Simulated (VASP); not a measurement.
Input for VASP

### POSCAR
```
AlP
1.0
  0.0000000000   2.7534010332   2.7534010332
  2.7534010332   0.0000000000   2.7534010332
  2.7534010332   2.7534010332   0.0000000000
Al P
1 1
direct
  0.0000000000   0.0000000000   0.0000000000
  0.2500000000   0.2500000000   0.2500000000
```

### INCAR
```
SYSTEM = AlP
PREC = Accurate
ENCUT = 400
EDIFF = 1E-6
NELM = 100
ALGO = Normal
LREAL = .FALSE.
LASPH = .TRUE.
ISMEAR = 0
SIGMA = 0.05
GGA = PE
LWAVE = .FALSE.
LCHARG = .FALSE.
IBRION = 2
ISIF = 3
NSW = 60
EDIFFG = -0.01
```

File KPOINTS:
```
K-points
0
gamma
 8 8 8
```

POTCAR, in this order: Al P (PBE.64 set). Program: vasp_std.

Task: Translate this PBE calculation to Ansatz.

Result: One equivalent input (not run):
Ansatz 0.2 input:
```yaml
crystal:
  lattice:
    - [0.0000000, 2.7534010, 2.7534010]
    - [2.7534010, 0.0000000, 2.7534010]
    - [2.7534010, 2.7534010, 0.0000000]
  atoms:
    - { symbol: Al, position: [0.0000000, 0.0000000, 0.0000000] }
    - { symbol: P, position: [0.2500000, 0.2500000, 0.2500000] }
kpoints:
  mp_grid: { grid: [8, 8, 8] }
hamiltonian:
  xc: pbe
  pseudopotentials: { kind: paw }
scf:
  occupations: { method: gaussian, width: 0.05 }
  max_iter: 100
relax:
  max_steps: 60
  f_tol: 0.01
  cell: {}
output: { forces: true, stress: true, eigenvalues: true }
```
The two are equivalent in intent, not identical: each code has its own PAW files, so the cut-off isn't converted (ENCUT is set for VASP's; basis.ecutwfc is left out, and Ansatz then takes the one that its files recommend); Ansatz stops its SCF on the density residual and VASP on the energy change (EDIFF).

The structure was generated: AlP was put into the zinc blende type (F-43m), which need not be its known phase. It was relaxed first, which changed the volume by +14 %. The start is the result of an earlier pass.
